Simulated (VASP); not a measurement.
An input for Ansatz (written as the equivalent of a VASP run, and not itself run):

Ansatz 0.2 input:
```yaml
crystal:
  lattice:
    - [3.9573420, -2.1550000, 0.0000000]
    - [3.9573420, 2.1550000, 0.0000000]
    - [2.7838200, 0.0000000, 3.5432930]
  atoms:
    - { symbol: Sb, position: [0.2335000, 0.2335000, 0.2335000] }
    - { symbol: Sb, position: [0.7665000, 0.7665000, 0.7665000] }
kpoints:
  mp_grid: { grid: [9, 9, 9] }
hamiltonian:
  xc: rpbe
  pseudopotentials: { kind: paw }
scf:
  occupations: { method: methfessel_paxton, width: 0.1 }
  max_iter: 100
output: { forces: true, stress: true, eigenvalues: true }
```

### Question
Translate this input to VASP (INCAR, KPOINTS, POSCAR, choice of POTCAR).

### Answer
One answer among several that fit: 
POSCAR:
```
Sb
1
    3.9573420000    -2.1550000000     0.0000000000
    3.9573420000     2.1550000000     0.0000000000
    2.7838200000     0.0000000000     3.5432930000
Sb
2
Direct
  0.2335000000   0.2335000000   0.2335000000
  0.7665000000   0.7665000000   0.7665000000
```

**INCAR**
```
ALGO=Normal
EDIFF=1E-6
ENCUT=400
GGA=RP
ISIF=2
ISMEAR=1
LASPH=.TRUE.
LCHARG=.FALSE.
LMAXMIX=4
LREAL=.FALSE.
LWAVE=.FALSE.
NELM=100
PREC=Accurate
SIGMA=0.1
SYSTEM=Sb
```

KPOINTS:
```
K-points
0
gamma
  9 9 9
0 0 0
```

POTCAR, in this order: Sb (PBE.64 set). Program: vasp_std.

The two are equivalent in intent, not identical: each code has its own PAW files, so the cut-off isn't converted (ENCUT is set for VASP's; basis.ecutwfc is left out, and Ansatz then takes the one that its files recommend); Ansatz stops its SCF on the density residual and VASP on the energy change (EDIFF).

The compound is Sb in the a7 structure. The cell was not relaxed at this level. The run is one of a series of settings (GGA = RP against the base run), some of them coarse on purpose.
